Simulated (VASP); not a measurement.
NaYBe:

```
Na Be Y
1.0
     3.94111    0.00000    0.00000
    -1.97056    3.41310    0.00000
     0.00000    0.00000    9.23169
Na Be Y
2 2 2
Direct
  0.00000 0.00000 0.00000
  0.00000 0.00000 0.50000
  0.33330 0.66670 0.75000
  0.66660 0.33330 0.25000
  0.33330 0.66670 0.25000
  0.66660 0.33330 0.75000
```

The cell was built by a generator and needn't be a form met in nature.

- Program: VASP 6.6.1
- Task: relaxation of cell and atoms
- Functional: PBE
- Potentials or basis: VASP PAW PBE potentials, release 64 (Na_pv, Be, Y_sv)
- Cutoff: 600 eV
- k mesh: 10 × 10 × 4
- Occupations: fermi-dirac, width 0.1 eV
- Spin: no spin polarisation

At the start: pressure 15.2 GPa; volume 20.70 Å³/atom.

Where does the relaxation end?

Over 23 steps the energy falls by 706.6 meV/atom and the volume is 22.76 Å³/atom (+10.0 %); space group P6_3/mmc (No. 194, to 0.05 Å).

Step by step:
| step | energy change (eV) | largest force (eV/Å) | pressure (GPa) | volume (Å³) |
| --- | --- | --- | --- | --- |
| 1 | 0.0000 | 0.0024 | 15.17 | 124.18 |
| 2 | -2.2748 | 0.0008 | 0.51 | 162.11 |
| 3 | -2.3004 | 0.0012 | -1.78 | 175.64 |
| 4 | -2.3194 | 0.0011 | -1.02 | 170.50 |
| 5 | -2.3193 | 0.0011 | -0.86 | 169.49 |
| 6 | -2.4161 | 0.0003 | -0.86 | 166.14 |
| 7 | -2.7614 | 0.0020 | -0.75 | 155.68 |
| 8 | -3.6414 | 0.0049 | 1.72 | 132.86 |
| 9 | 9.0736 | 0.0137 | 64.49 | 79.24 |
| 10 | -3.7134 | 0.0053 | 2.32 | 130.49 |
| 11 | -3.5646 | 0.0073 | 10.50 | 112.50 |
| 12 | -3.8425 | 0.0058 | 4.62 | 123.65 |
| 13 | -3.8387 | 0.0061 | 6.14 | 120.22 |
| 14 | -3.8710 | 0.0060 | 6.20 | 120.06 |
| 15 | -3.9206 | 0.0056 | 6.50 | 119.44 |
| 16 | -3.9791 | 0.0051 | 5.75 | 120.95 |
| 17 | -4.1164 | 0.0038 | 3.71 | 125.53 |
| 18 | -4.2360 | 0.0019 | 0.38 | 135.02 |
| 19 | -4.2378 | 0.0017 | -0.01 | 136.36 |
| 20 | -4.2378 | 0.0016 | -0.11 | 136.71 |
| 21 | -4.2382 | 0.0015 | -0.11 | 136.70 |
| 22 | -4.2391 | 0.0011 | -0.09 | 136.65 |
| 23 | -4.2393 | 0.0004 | -0.06 | 136.55 |

Final structure:
```xyz
6
Lattice="5.1771 0.0000 0.0000 -2.5886 4.4838 0.0000 0.0000 0.0000 5.8825" Properties=species:S:1:pos:R:3 pbc="T T T"
Na    5.1770    0.0000    0.0000
Na    5.1770    0.0000    2.9413
Be   -0.0002    2.9895    4.4119
Be    2.5884    1.4943    1.4706
Y    -0.0002    2.9892    1.4706
Y     2.5884    1.4946    4.4119
```
